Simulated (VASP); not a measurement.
Input:

```xyz
64
Lattice="11.5674 0.0000 0.0000 0.0000 11.5674 0.0000 0.0000 0.0000 11.5674" Properties=species:S:1:pos:R:3 pbc="T T T"
Ge     5.7921    11.5636    11.5653
Ge     7.2268     1.4651     1.4670
Ge     8.6879     2.8781    11.5668
Ge    10.1055     4.3461     1.4631
Ge     8.6882    11.5596     2.8839
Ge    10.1057     1.4640     4.3416
Ge     0.0088    11.5556    11.5582
Ge     1.4370     1.4558     1.4537
Ge     2.9005     2.8789    11.5534
Ge     4.3265     4.3459     1.4508
Ge     5.7934     5.7697    11.5598
Ge     7.2227     7.2435     1.4458
Ge     8.6882     8.6674    11.5495
Ge    10.1119    10.1303     1.4540
Ge     2.9001    11.5516     2.8812
Ge     4.3261     1.4529     4.3456
Ge     5.7875     2.8803     2.8834
Ge     7.2460     4.3286     4.3264
Ge     8.6890     5.7840     2.8803
Ge    10.1190     7.2438     4.3451
Ge     5.7941    11.5561     5.7732
Ge     7.2213     1.4500     7.2409
Ge     8.6903     2.8768     5.7846
Ge    10.1201     4.3448     7.2418
Ge     8.6867    11.5484     8.6692
Ge    10.1117     1.4554    10.1288
Ge     0.0082     5.7798    11.5663
Ge     1.4470     7.2412     1.4682
Ge     2.8981     8.6703     0.0005
Ge     4.3301    10.1275     1.4640
Ge     0.0061     2.8799     2.8818
Ge     1.4315     4.3474     4.3460
Ge     2.8995     5.7636     2.8821
Ge     4.3021     7.2702     4.3170
Ge     5.8032     8.6694     2.8782
Ge     7.2211    10.1374     4.3462
Ge     0.0078    11.5620     5.7795
Ge     1.4454     1.4644     7.2399
Ge     2.8977     2.8785     5.7703
Ge     4.2971     4.3217     7.2725
Ge     7.2524     7.2686     7.2747
Ge     8.6872     8.6666     5.7686
Ge    10.1025    10.1254     7.2358
Ge     2.8993    11.5601     8.6703
Ge     4.3274     1.4638    10.1240
Ge     5.8004     2.8752     8.6731
Ge     7.2207     4.3444    10.1389
Ge     8.6905     5.7598     8.6747
Ge    10.1040     7.2391    10.1218
Ge     0.0175     8.6693     2.8820
Ge     1.4410    10.1301     4.3489
Ge     0.0095     5.7702     5.7736
Ge     1.4279     7.2426     7.2384
Ge     2.8978     8.6693     5.7844
Ge     4.3269    10.1388     7.2390
Ge     0.0182     2.8781     8.6710
Ge     1.4393     4.3506    10.1301
Ge     2.8928     5.7862     8.6758
Ge     4.3255     7.2428    10.1406
Ge     5.7808     8.6700     8.6737
Ge     7.2164    10.1295    10.1272
Ge     0.0020     8.6679     8.6679
Ge     1.4351    10.1312    10.1299
As     5.7882     5.7821     5.7877
```

Computed with HSE06 screened hybrid, VASP's PBE PAW potentials (set 64) (plane waves; VASP 6.6.1). Run with PREC = Normal, LREAL = Auto, ISYM = 0, EDIFF = 1E-5, 400 eV cut-off, 1×1×1 Γ-centred mesh, Gaussian smearing of 0.050 eV, potentials Ge As. Starting moments (MAGMOM): 64*0.0156. The cell's moment is fixed (NUPDOWN = 1).

The supercell is sampled at Γ alone, which is coarse: total energies, pressure and levels can be off, energies of defects by several tenths of an eV.

Question: What does the run give for the cell moment, energy per atom (σ→0), largest force?

Answer: 
```
Item                           Result
---------------------  --------------
cell moment                   1.00 μB
energy per atom (σ→0)  -5.217 eV/atom
largest force              0.446 eV/Å
```

Only differences to runs with the same potentials and settings are physical.

The cell is a supercell with a defect, built from Ge (diamond): As_Ge. The cell's shape comes from a PBE relaxation.
